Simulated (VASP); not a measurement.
Consider the following.

```
CELL_PARAMETERS angstrom
      0.00000     2.80618     2.80618
      2.80618     0.00000     2.80618
      2.80618     2.80618     0.00000
ATOMIC_POSITIONS crystal
  Be 0.00000 0.00000 0.00000
  Te 0.25000 0.25000 0.25000
```

Level of theory: PBEsol GGA, VASP's PBE PAW potentials (set 64) (plane waves; VASP). Settings: 400 eV cut-off, 11×11×11 Γ-centred mesh, Gaussian smearing of 0.010 eV, potentials Be Te.

Task: Give the electronic dielectric tensor ε∞ (DFPT, local fields included).

Result: 
```
7.55  0.00  0.00
0.00  7.55  0.00
0.00  0.00  7.55
```

Task: Give the Born effective charges.

Result: 
| atom | Z*xx | Z*yy | Z*zz | mean |
|---|---|---|---|---|
| Be1 | 1.30 | 1.30 | 1.30 | 1.30 |
| Te2 | -1.30 | -1.30 | -1.30 | -1.30 |

The compound is BeTe in the zinc blende structure. It was relaxed first.
